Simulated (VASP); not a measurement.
Output of a VASP run:

OUTCAR:
```
 ion  position               nearest neighbor table
   1  0.000  0.000  0.000-   2 2.24   2 2.24   2 2.24   2 2.24   2 2.24   2 2.24   2 2.24   2 2.24
  LATTYP: Found a simple cubic cell.
 ALAT       =     2.5897181785
 Subroutine PRICEL returns:
 Original cell was already a primitive cell.
 Subroutine GETGRP returns: Found 48 space group operations
The static configuration has the point symmetry O_h .
The dynamic configuration has the point symmetry O_h .
 Subroutine INISYM returns: Found 48 space group operations
 Subroutine IBZKPT returns following result:
 Found    165 irreducible k-points:

 Following reciprocal coordinates:
            Coordinates               Weight
  0.000000  0.000000  0.000000      1.000000
  0.062500  0.000000  0.000000      6.000000
  0.125000  0.000000  0.000000      6.000000
  0.187500  0.000000  0.000000      6.000000
  0.250000  0.000000  0.000000      6.000000
  0.312500  0.000000  0.000000      6.000000
  0.375000  0.000000  0.000000      6.000000
  0.437500  0.000000  0.000000      6.000000
  0.500000  0.000000  0.000000      3.000000
  0.062500  0.062500  0.000000     12.000000
  0.125000  0.062500  0.000000     24.000000
  0.187500  0.062500  0.000000     24.000000
  0.250000  0.062500  0.000000     24.000000
  0.312500  0.062500  0.000000     24.000000
  0.375000  0.062500  0.000000     24.000000
  0.437500  0.062500  0.000000     24.000000
  0.500000  0.062500  0.000000     12.000000
  0.125000  0.125000  0.000000     12.000000
  0.187500  0.125000  0.000000     24.000000
  0.250000  0.125000  0.000000     24.000000
  0.312500  0.125000  0.000000     24.000000
  0.375000  0.125000  0.000000     24.000000
  0.437500  0.125000  0.000000     24.000000
  0.500000  0.125000  0.000000     12.000000
  0.187500  0.187500  0.000000     12.000000
  0.250000  0.187500  0.000000     24.000000
  0.312500  0.187500  0.000000     24.000000
  0.375000  0.187500  0.000000     24.000000
  0.437500  0.187500  0.000000     24.000000
  0.500000  0.187500  0.000000     12.000000
  0.250000  0.250000  0.000000     12.000000
  0.312500  0.250000  0.000000     24.000000
  0.375000  0.250000  0.000000     24.000000
  0.437500  0.250000  0.000000     24.000000
  0.500000  0.250000  0.000000     12.000000
  0.312500  0.312500  0.000000     12.000000
  0.375000  0.312500  0.000000     24.000000
  0.437500  0.312500  0.000000     24.000000
  0.500000  0.312500  0.000000     12.000000
  0.375000  0.375000  0.000000     12.000000
   k-points           NKPTS =    165   k-points in BZ     NKDIM =    165   number of bands    NBANDS=     12
   number of dos      NEDOS =    601   number of ions     NIONS =      2
   total plane-waves  NPLWV =   8000
   dimension x,y,z NGX =    20 NGY =   20 NGZ =   20
   dimension x,y,z NGXF=    40 NGYF=   40 NGZF=   40
   ions per type =               1   1
   PREC   = accura    normal or accurate (medium, high low for compatibility)
   ISTART =      0    job   : 0-new  1-cont  2-samecut
   ICHARG =      2    charge: 1-file 2-atom 10-const
   ISPIN  =      1    spin polarized calculation?
   LNONCOLLINEAR =      F non collinear calculations
   LSORBIT =      F    spin-orbit coupling
   INIWAV =      1    electr: 0-lowe 1-rand  2-diag
   ENCUT  =  520.0 eV  38.22 Ry    6.18 a.u.   4.82  4.82  4.82*2*pi/ulx,y,z
   NELM   =    100;   NELMIN=  2; NELMDL= -5     # of ELM steps
   EDIFF  = 0.1E-06   stopping-criterion for ELM
   LREAL  =      F    real-space projection
   NLSPLINE    = F    spline interpolate recip. space projectors
   LMAXMIX     =    4 max onsite mixed and CHGCAR
   VOSKOWN=      0    Vosko Wilk Nusair interpolation
   EDIFFG = 0.1E-05   stopping-criterion for IOM
   NSW    =      0    number of steps for IOM
   NBLOCK =      1;   KBLOCK =      1    inner block; outer block
   IBRION =     -1    ionic relax: 0-MD 1-quasi-New 2-CG
   NFREE  =      0    steps in history (QN), initial steepest desc. (CG)
...
```

File OSZICAR:
```
       N       E                     dE             d eps       ncg     rms          rms(c)
DAV:   1     0.102710744787E+03    0.10271E+03   -0.87751E+03  4164   0.225E+03
DAV:   2    -0.432864152700E+01   -0.10704E+03   -0.97799E+02  4072   0.342E+02
DAV:   3    -0.123398668695E+02   -0.80112E+01   -0.74361E+01  4808   0.105E+02
DAV:   4    -0.124854990995E+02   -0.14563E+00   -0.14443E+00  4296   0.136E+01
DAV:   5    -0.124871165004E+02   -0.16174E-02   -0.16150E-02  4768   0.143E+00    0.119E+01
DAV:   6    -0.124021077363E+02    0.85009E-01   -0.26037E+01  4848   0.162E+02    0.118E+01
DAV:   7    -0.957027711853E+01    0.28318E+01   -0.64517E+00  4772   0.121E+02    0.147E+00
DAV:   8    -0.958253275879E+01   -0.12256E-01   -0.38314E-01  4048   0.717E+00    0.944E-01
DAV:   9    -0.955917800500E+01    0.23355E-01   -0.14877E-02  6252   0.506E+00    0.239E-01
DAV:  10    -0.955855634364E+01    0.62166E-03   -0.25332E-03  5808   0.172E+00    0.499E-02
DAV:  11    -0.955859269928E+01   -0.36356E-04   -0.31439E-04  4632   0.218E-01    0.206E-02
DAV:  12    -0.955860525116E+01   -0.12552E-04   -0.62771E-05  5448   0.279E-01    0.222E-02
DAV:  13    -0.955859699382E+01    0.82573E-05   -0.18409E-05  4768   0.201E-01    0.484E-03
DAV:  14    -0.955859698447E+01    0.93512E-08   -0.12312E-06  5940   0.173E-02    0.138E-03
DAV:  15    -0.955859698635E+01   -0.18849E-08   -0.31884E-08  2052   0.577E-03
   1 F= -.95585970E+01 E0= -.95585970E+01  d E =0.000000E+00
```

OUTCAR:
```
------------------------ aborting loop because EDIFF is reached ----------------------------------------
  FORCE on cell =-STRESS in cart. coord.  units (eV):
  Direction    XX          YY          ZZ          XY          YZ          ZX
  --------------------------------------------------------------------------------------
  Total        0.0132039      0.0132039      0.0132039     -0.0000000      0.0000000     -0.0000000
  in kB        1.2180201      1.2180201      1.2180201     -0.0000000      0.0000000     -0.0000000
  external PRESSURE =       1.2180201 kB  Pullay stress =       0.0000000 kB
  volume of cell :       17.37
      direct lattice vectors                 reciprocal lattice vectors
     2.589718179  0.000000000  0.000000000     0.386142403  0.000000000  0.000000000
     0.000000000  2.589718179  0.000000000     0.000000000  0.386142403  0.000000000
     0.000000000  0.000000000  2.589718179     0.000000000  0.000000000  0.386142403
 POSITION                                       TOTAL-FORCE (eV/Angst)
 -----------------------------------------------------------------------------------
      0.00000      0.00000      0.00000         0.000000      0.000000      0.000000
      1.29486      1.29486      1.29486         0.000000      0.000000      0.000000
 -----------------------------------------------------------------------------------
    total drift:                                0.000000      0.000000      0.000000
  FREE ENERGIE OF THE ION-ELECTRON SYSTEM (eV)
  ---------------------------------------------------
  free  energy   TOTEN  =        -9.5585969864 eV

  energy  without entropy=       -9.5585969864  energy(sigma->0) =       -9.55859699

 total charge

# of ion       s       p       d       tot
------------------------------------------
    1        0.306   0.329   9.169   9.804
    2        1.594   3.271   0.000   4.865
--------------------------------------------------
tot          1.900   3.600   9.169  14.669
```
(Selected blocks of OUTCAR.)

**POSCAR**
```
CuO
1
    2.5897181785     0.0000000000     0.0000000000
    0.0000000000     2.5897181785     0.0000000000
    0.0000000000     0.0000000000     2.5897181785
Cu O
1 1
Direct
  0.0000000000   0.0000000000   0.0000000000
  0.5000000000   0.5000000000   0.5000000000
```

Question: Reconstruct the remaining input files.

Answer: One answer among several that fit: the input of the run itself, PBEsol GGA, plane waves, VASP's PBE PAW potentials (set 64).

### INCAR
```
GGA = PS   # PBEsol
LORBIT = 11   # lm-projected
LREAL = F
LWAVE = F
SYSTEM = CuO
NEDOS = 601   # DOS grid
PREC = Accurate
ALGO = Normal
NELM = 100
LMAXMIX = 4   # l cut-off of mixed one-centre charges
ENCUT = 520
LASPH = T   # aspherical one-centre terms
ISIF = 2   # forces and stress, cell fixed
ISMEAR = -5   # tetrahedra, Bloechl
LCHARG = T
EDIFF = 1E-7   # SCF stop (eV)
```

**KPOINTS**
```
Automatic mesh
0
Gamma
16 16 16
0 0 0
```

POTCAR, in this order: Cu O (PBE.64 set). Program: vasp_std.

For a metal the tetrahedron method with Blöchl corrections gives inexact stress and forces.

The structure was generated: CuO was put into the CsCl type (Pm-3m), which need not be its known phase. It was relaxed first, which changed the volume by +50 %. The electron count is odd and the run is not spin-polarised, which forces a metal.
